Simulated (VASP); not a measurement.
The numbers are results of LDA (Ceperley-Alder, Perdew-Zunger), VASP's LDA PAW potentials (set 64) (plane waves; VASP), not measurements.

The input files of a VASP run:

**KPOINTS**
```
K-points
0
Gamma
 7 7 7
0 0 0
```

INCAR:
```
SYSTEM  =  ScF3
NELM  =  100
LASPH  =  .TRUE.   ! aspherical one-centre terms
ISIF  =  2   ! forces and stress, cell fixed
ENCUT  =  400   ! plane-wave cut-off (eV)
LREAL  =  .FALSE.
SIGMA  =  0.05
LWAVE  =  .FALSE.
ISMEAR  =  -1   ! Fermi-Dirac
EDIFF  =  1E-6
PREC  =  Accurate
LMAXMIX  =  4   ! l cut-off of mixed one-centre charges
ALGO  =  Normal   ! blocked Davidson
LCHARG  =  .FALSE.
```

File POSCAR:
```
ScF3
1
    2.8568400000     1.6493970000     2.3311470000
   -2.8568400000     1.6493970000     2.3311470000
    0.0000000000    -3.2987950000     2.3311470000
Sc F
1 3
Direct
  0.0000000000   0.0000000000   0.0000000000
  0.5000000000   0.0019300000   0.9980700000
  0.9980700000   0.5000000000   0.0019300000
  0.0019300000   0.9980700000   0.5000000000
```

POTCAR, in this order: Sc_sv F (LDA.64 set). Program: vasp_std.

The run wrote:

File OSZICAR:
```
       N       E                     dE             d eps       ncg     rms          rms(c)
DAV:   1     0.411491973912E+03    0.41149E+03   -0.13633E+04  1784   0.135E+03
DAV:   2     0.878720685709E+01   -0.40270E+03   -0.39134E+03  2524   0.480E+02
DAV:   3    -0.329707736664E+02   -0.41758E+02   -0.40693E+02  2684   0.177E+02
DAV:   4    -0.340257881059E+02   -0.10550E+01   -0.10527E+01  2632   0.259E+01
DAV:   5    -0.340394477108E+02   -0.13660E-01   -0.13653E-01  2160   0.265E+00    0.163E+01
DAV:   6    -0.297672352426E+02    0.42722E+01   -0.16463E+01  2824   0.560E+01    0.729E+00
DAV:   7    -0.296829622494E+02    0.84273E-01   -0.13146E+00  2504   0.985E+00    0.411E+00
DAV:   8    -0.296320572585E+02    0.50905E-01   -0.47917E-01  2568   0.600E+00    0.996E-01
DAV:   9    -0.296149857947E+02    0.17071E-01   -0.13611E-01  2708   0.325E+00    0.301E-01
DAV:  10    -0.296164287945E+02   -0.14430E-02   -0.31407E-02  2732   0.257E+00    0.343E-01
DAV:  11    -0.296144827540E+02    0.19460E-02   -0.13228E-02  2772   0.153E+00    0.919E-02
DAV:  12    -0.296144492411E+02    0.33513E-04   -0.62876E-04  2756   0.404E-01    0.144E-02
DAV:  13    -0.296144573946E+02   -0.81534E-05   -0.52748E-05  2524   0.627E-02    0.164E-02
DAV:  14    -0.296144528416E+02    0.45530E-05   -0.18554E-05  2680   0.546E-02    0.292E-03
DAV:  15    -0.296144527320E+02    0.10962E-06   -0.63995E-07  1328   0.129E-02
   1 F= -.29614453E+02 E0= -.29614453E+02  d E =-.509325E-10
```

OUTCAR:
```
------------------------ aborting loop because EDIFF is reached ----------------------------------------
  FORCE on cell =-STRESS in cart. coord.  units (eV):
  Direction    XX          YY          ZZ          XY          YZ          ZX
  --------------------------------------------------------------------------------------
  Total       -5.0099415     -5.0099414     -5.0096242     -0.0000000      0.0000007      0.0000000
  in kB     -121.7898568   -121.7898553   -121.7821422     -0.0000000      0.0000174      0.0000000
  external PRESSURE =    -121.7872848 kB  Pullay stress =       0.0000000 kB
  volume of cell :       65.91
      direct lattice vectors                 reciprocal lattice vectors
     2.856840000  1.649397000  2.331147000     0.175018552  0.101047009  0.142991140
    -2.856840000  1.649397000  2.331147000    -0.175018552  0.101047009  0.142991140
     0.000000000 -3.298795000  2.331147000     0.000000000 -0.202094017  0.142991097
 POSITION                                       TOTAL-FORCE (eV/Angst)
 -----------------------------------------------------------------------------------
      0.00000      0.00000      0.00000         0.000000      0.000000     -0.000000
      1.42291     -2.46455      3.49672         0.007652     -0.013254     -0.000000
      1.42291      2.46455      3.49672         0.007652      0.013254     -0.000000
     -2.84581     -0.00000      3.49672        -0.015304     -0.000000      0.000000
 -----------------------------------------------------------------------------------
    total drift:                                0.000000     -0.000000      0.000000
  FREE ENERGIE OF THE ION-ELECTRON SYSTEM (eV)
  ---------------------------------------------------
  free  energy   TOTEN  =       -29.6144527320 eV

  energy  without entropy=      -29.6144527319  energy(sigma->0) =      -29.61445273
```
(Selected blocks of OUTCAR.)

At this cut-off the stress carries a Pulay error, which pulls relaxed volumes low.

The structure comes from a computed database's ScF3 entry (R32); how it stands against other phases isn't given here. The cell was not relaxed at this level. The run is one of a series of settings (GGA removed, POTCAR Sc_sv F (LDA.64 set) against the base run), some of them coarse on purpose.
